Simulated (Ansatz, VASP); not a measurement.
# Cross-check of MgGe3Pd between VASP and Ansatz, part 2 of 2

One calculation is typed for both programs; each brings its own data sets and cutoff. How far apart do they land? The cell is invented: As first built, before any earlier steps moved the atoms (in the runner's words): it takes the SrGe3Pd structure with some of its atoms replaced by other elements, volume scaled by an estimate. It may not be a known or stable phase. The cell is taken from a series of VASP runs on this material, whose earlier steps may have relaxed, scaled or displaced it; both programs get it as it stands.

VASP 6.6.1 and Ansatz 0.2.0.

So far: Set-up; VASP: relaxation of cell and atoms, PBE.

**3. Ansatz: relaxation of cell and atoms, PBE**

Level of this step: Ansatz beside VASP: Kohn-Sham DFT, plane waves, PBE (Ansatz).

Ansatz runs on its default PAW (the set named soft_2) files.

The same cell, functional, mesh and smearing now go to Ansatz, which takes its cutoff from its data sets.

input.yaml reads:

```yaml
crystal:
  lattice:
    - [-2.0593662977, 2.0593662977, 5.7170375175]
    - [2.0593662977, -2.0593662977, 5.7170375175]
    - [2.0593662977, 2.0593662977, -5.7170375175]
  atoms:
    - { symbol: Pd, position: [0.6107384726, 0.6107384726, 0.0] }
    - { symbol: Ge, position: [0.397155037, 0.397155037, 0.0] }
    - { symbol: Ge, position: [0.7506277903, 0.2506277903, 0.5] }
    - { symbol: Ge, position: [0.2506277903, 0.7506277903, 0.5] }
    - { symbol: Mg, position: [0.0385459197, 0.0385459197, 0.0] }
hamiltonian:
  xc: pbe
  pseudopotentials: { kind: paw }
kpoints:
  mp_grid: { grid: [9, 9, 9] }
scf:
  occupations: { method: fermi_dirac, width: 0.05 }
relax:
  f_tol: 0.01
  max_steps: 60
  cell: { stress_tol: 0.05 }
output:
  forces: true
  stress: true
```

Command:

```
ansatz run input.yaml --threads 4 --pin off --max-ram 9216MiB --backend cpu --events-out ev --progress --plain --runs-dir out
```

Numbers of over 12 decimals in the logs are rounded to 6 here.

Log:

```text
basis.fft_grid_basis auto: the FFT boxes are laid along the combinations [[1, 0, 1], [0, 1, 1], [0, 0, 1]] of the cell's own vectors, 4.119, 4.119 and 6.416 Å long. The dense box has 30×30×45 points. Along the cell's own vectors, as sized, it would have 45×45×45, 2.25 times as many. Of the 8 symmetry operations that the crystal satisfies within crystal.symmetry.tolerance (time reversal apart; of a slab, those that ke [...]
Engine: ansatz 0.2.0, x86_64-unknown-linux-gnu
Pseudopotentials: kind: paw
Pseudopotential: Pd, paw, valence charge 18, recommended cutoff 420 eV (normal), Pd.paw.azcp
Pseudopotential: Ge, paw, valence charge 14, recommended cutoff 420 eV (normal), Ge.paw.azcp
Pseudopotential: Mg, paw, valence charge 10, recommended cutoff 420 eV (normal), Mg.paw.azcp
Functional definition: PBE
  parameter kappa = 0.804
  parameter beta = 0.066725
  exchange = pbe_x(kappa = kappa, mu = beta*pi^2/3)
  correlation = pbe_c(beta = beta)
Crystal: 5 atoms, lattice volume = 96.984 Å³
Basis set: ecut = 420 eV, 1911 PW (Γ), FFT grids on a1+a3, a2+a3, a3, exchange–correlation on 60×60×90 points (8 copies of the dense FFT grid, shifted against one another)
Bands: 42, of which v1, the nominal top of the filled ones, is band 35 counted from 1 (34 counted from 0)
Symmetry: 8 space group operations
Space group: I4mm (ITA 107), of the structure as read, at distance tolerance 4.6e-5 Å
k-points: 75 of 729 (time reversal used)
Non-local potential: Pd, projectors of the file, l = 0: 2, l = 1: 2, l = 2: 2, l = 3: 1
Non-local potential: Ge, projectors of the file, l = 0: 2, l = 1: 2, l = 2: 3, l = 3: 1
Non-local potential: Mg, projectors of the file, l = 0: 3, l = 1: 2, l = 2: 1
PAW form: soft (Blöchl's): semilocal exchange-correlation on the pseudo side does not see the compensation charge
PAW one-centre angular grid: Pd, 590 points (default); XC on 64 Gauss nodes
PAW one-centre angular grid: Ge, 590 points (default); XC on 64 Gauss nodes
PAW one-centre angular grid: Mg, 110 points (default); XC on 64 Gauss nodes
Initial density: superposition of atomic densities (neutral atoms: chi_scale 0, normalization atom), corrected by the library's trained network
Initial wavefunctions: pseudopotential atomic-orbital guess
Functional: x = pbe(κ = 0.804, μ = 0.219515), c = pbe(β = 0.066725)
SCF iter   1: F=—  HF=-21782.360665 eV  |F-HF|=—  |Δ(HF+E_count)|=         —  Δρ=2.94e-3  dr2=7.63e-3  ethr=1.77e-3  ⟨swp⟩=6.0  Hψ=11346  notcnv=0  defer=1
preconditioner: auto → Kerker (q_TF=auto, 2.584 Å⁻¹)  [metal: Δε(μ)=0.029 eV  Ē_g=18.981 eV  σ=0.050 eV  W_gap=0.14  n_scr=32 (ndim 8)  ℏωp=27.7 eV  f_vac=0.001  D(μ)=1.13/eV (n_scr^D=2)]
SCF iter   2: F=—  HF=-21782.361102 eV  |F-HF|=—  |Δ(HF+E_count)|=   4.36e-4  Δρ=1.53e-3  dr2=1.80e-3  ethr=1.09e-5  ⟨swp⟩=2.1  Hψ=5558  notcnv=0  defer=19
SCF iter   3: F=—  HF=-21782.361238 eV  |F-HF|=—  |Δ(HF+E_count)|=   1.36e-4  Δρ=7.56e-4  dr2=7.25e-4  ethr=2.58e-6  ⟨swp⟩=2.0  Hψ=3514  notcnv=0  defer=19
SCF iter   4: F=—  HF=-21782.361253 eV  |F-HF|=—  |Δ(HF+E_count)|=   1.50e-5  Δρ=1.84e-4  dr2=4.57e-5  ethr=1.04e-6  ⟨swp⟩=2.0  Hψ=3952  notcnv=0  defer=19
SCF iter   5: F=—  HF=-21782.361291 eV  |F-HF|=—  |Δ(HF+E_count)|=   3.83e-5  Δρ=8.56e-5  dr2=9.79e-6  ethr=6.53e-8  ⟨swp⟩=2.1  Hψ=5234  notcnv=0  defer=19
SCF iter   6: F=—  HF=-21782.361289 eV  |F-HF|=—  |Δ(HF+E_count)|=   1.98e-6  Δρ=2.53e-5  dr2=1.15e-6  ethr=1.40e-8  ⟨swp⟩=2.0  Hψ=5075  notcnv=0  defer=19
SCF iter   7: F=—  HF=-21782.361288 eV  |F-HF|=—  |Δ(HF+E_count)|=   4.89e-7  Δρ=2.07e-5  dr2=5.57e-7  ethr=1.64e-9  ⟨swp⟩=2.0  Hψ=5076  notcnv=0  defer=19
SCF iter   8: F=-21782.361288 eV  HF=-21782.361288 eV  |F-HF|=8.92e-9  |Δ(HF+E_count)|=   8.61e-8  Δρ=5.16e-6  dr2=3.34e-8  ethr=1.43e-10  ⟨swp⟩=2.9  Hψ=11717  notcnv=0
SCF 1 converged in 8 iterations: F = -21782.361288 eV  dr2 = 3.34e-8
  greatest PAW one-centre occupation: 1.000 electrons in one spin orbital (limit 2), on the Mg atom at site 4 (counted from 0), in its partial waves of l = 0
relax step   1: F+E_penalty+E_count = -21782.36128840 eV  Δ(F+E_penalty+E_count) = +0.000e0 eV  max|allowed force component| = 4.700e-2 eV/Å  Δτ_max = 0.0000 Å  P = +0.573 GPa  Ω = 96.984 Å³  (8 SCF iters, dr2 threshold 1.00e-7 eV, accepted)
[...]
relax step   2: F+E_penalty+E_count = -21782.36342808 eV  Δ(F+E_penalty+E_count) = -2.140e-3 eV  max|allowed force component| = 3.977e-2 eV/Å  Δτ_max = 0.0058 Å  P = -0.146 GPa  Ω = 97.961 Å³  energy of the carried Pulay correction = -2.024e-4 eV  (6 SCF iters, dr2 threshold 5.00e-7 eV, accepted)
[...]
relax step   3: F+E_penalty+E_count = -21782.36364809 eV  Δ(F+E_penalty+E_count) = -2.200e-4 eV  max|allowed force component| = 2.007e-2 eV/Å  Δτ_max = 0.0018 Å  P = -0.037 GPa  Ω = 97.815 Å³  energy of the carried Pulay correction = -1.724e-4 eV  (5 SCF iters, dr2 threshold 9.89e-8 eV, accepted)
[...]
relax step   4: F+E_penalty+E_count = -21782.36370469 eV  Δ(F+E_penalty+E_count) = -5.661e-5 eV  max|allowed force component| = 5.904e-3 eV/Å  Δτ_max = 0.0025 Å  P = +0.004 GPa  Ω = 97.765 Å³  energy of the carried Pulay correction = -1.619e-4 eV  (6 SCF iters, dr2 threshold 2.52e-8 eV, accepted)
[...]
relax step   5: F+E_penalty+E_count = -21782.36386898 eV  Δ(F+E_penalty+E_count) = -1.643e-4 eV  max|allowed force component| = 5.962e-3 eV/Å  Δτ_max = 0.0000 Å  P = +0.003 GPa  Ω = 97.765 Å³  stress off target by 6.48e-3 GPa  SCF on the basis re-selected at this cell (its energy is not comparable with the rows above)  (7 SCF iters)
basis re-selected at this cell: Δ(F+E_penalty+E_count) = -1.643e-4 eV, ΔP = -0.001 GPa vs the last step (what re-selecting the basis moved, of the pressure what is left beyond the Pulay correction that the steps carried, after the strain that the cell walked since its last selection, with what the two solves' SCF thresholds leave and, on support functions, any second-order correction that the steps lacked; it is no m [...]
SCF converged after 7 iterations
Free energy (F): -21782.363869 eV
Harris-Foulkes:  -21782.363869 eV  (|F-HF|=3.64e-12)
Internal energy: -21782.354235 eV  (E = F + TS)
E sigma→0 (E₀):  -21782.359052 eV
Entropy (-TS):   -0.009634 eV (-1.927 meV/atom)
Fermi energy:    10.948757 eV
--- Per-component energies (eV) ---
  E_band       = -984.274021
  E_kinetic    = 922.206481
  E_local      = -11114.868632  (includes V_loc(G=0)·N_el)
  E_nonlocal   = 1562.331380
  E_hartree    = 4688.851070
  E_xc         = -424.825129
  E_vxc        = -443.355968  (∫ρ·V_xc dr)
  E_paw        = -10097.791776  (= ΣΔE_a)
  E_vpaw       = -1288.290658  (= ΣTr[D̂ρ^β])
  E_aug_tail   = 0.001058  (compensation charges beyond the density's cutoff)
  E_ewald      = -7318.258688
  E_smearing   = -0.009634  (= −TS)
  E_closure    = -0.000000  (closes the sum)
  Σ components = -21782.363869   (vs F -21782.363869, Δ=0.00e0)
--- Forces (eV/Å), atoms counted from 1 ---
  atom   1  Pd     0.00000000     0.00000000     0.00596194
  atom   2  Ge    -0.00000000    -0.00000000    -0.00261561
  atom   3  Ge     0.00000000    -0.00000000     0.00034636
  atom   4  Ge     0.00000000     0.00000000     0.00034636
  atom   5  Mg    -0.00000000    -0.00000000    -0.00403865
  max |Σ_I F_I| component: 4.09e-7 eV/Å
--- Stress (GPa, compression-positive) ---
        0.006481      -0.000000      -0.000000
       -0.000000       0.006481       0.000000
       -0.000000       0.000000      -0.004764
  P = ⅓ Tr σ = 0.0027 GPa (0.027 kbar)
--- Relaxed structure (4 steps of the walk, 4 accepted, 1 SCFs on fresh bases) ---
  F+E_penalty+E_count = -21782.36386898 eV   max|allowed force component| = 5.962e-3 eV/Å   (the final SCF, on the basis selected at the relaxed cell)
  cell:  # Å, volume = 97.7647 Å³
    - [-2.070089, 2.070089, 5.703536]
    - [2.070089, -2.070089, 5.703536]
    - [2.070089, 2.070089, -5.703536]
  atoms:
    - { symbol: Pd, position: [0.611548, 0.611548, 0] }
    - { symbol: Ge, position: [0.397448, 0.397448, 0] }
    - { symbol: Ge, position: [0.750430, 0.250430, 0.500000] }
    - { symbol: Ge, position: [0.250430, 0.750430, 0.500000] }
    - { symbol: Mg, position: [0.037839, 0.037839, 0] }
```

Run time: 18 s. Hardware: 4 threads of Intel Xeon Platinum 8488C (Sapphire Rapids), shared host; peak memory 0.63 GiB; 68 s of CPU time.

**4. Side by side**

Known differences besides the potentials themselves: both relaxations stop at a tolerance, which leaves soft axes loose, and VASP keeps its plane-wave basis; the data sets hold 70 valence electrons in Ansatz (default PAW (the set named soft_2) files) and 54 in VASP; the cutoff is 420 eV in Ansatz and 520 eV in VASP; VASP leaves aspherical gradient terms in its spheres out (LASPH is not set), Ansatz keeps them; Ansatz adds a Pulay correction to the stress that steers its cell, VASP none. Total energies have different zeros and are not compared.

Both answers:

| quantity | Ansatz | VASP | difference |
| --- | --- | --- | --- |
| volume (Å³) | 97.76 | 97.79 | -0.03 % |
| edge a after relaxation, in the typed setting (Å) | 6.411 | 6.413 | -0.04 % |

The walks stopped with 0.00 GPa left in Ansatz and -0.04 GPa in VASP; each walk ends within a tolerance, so the volume difference is uncertain by about these residues over the bulk modulus, most in soft cells.

**5. What came out**

| Item | Value |
| --- | --- |
| difference in edge a after relaxation, in the typed setting (relaxation of cell and atoms, PBE) | -0.039 % |

The difference in edge a after relaxation, in the typed setting is -0.039 % (relaxation of cell and atoms, PBE), within the 1.2 % picked in this series as the mark of a large difference, as far as the stopping tolerances let one tell. How closely two codes agree says nothing of how well the functional describes the real material.

[Lines on the potential files, build, host, timing and source positions are cut from VASP's logs without a mark.]

[Logs are printed without paths, hosts, clocks, repeated set-up lines and the standing remarks that a program may print on its own settings, such as how far it seeks lower states.]

[Hosts, paths, dates, database ids (printed as entryN), source tags and the programs' standing remarks are cut or masked in the printed files.]
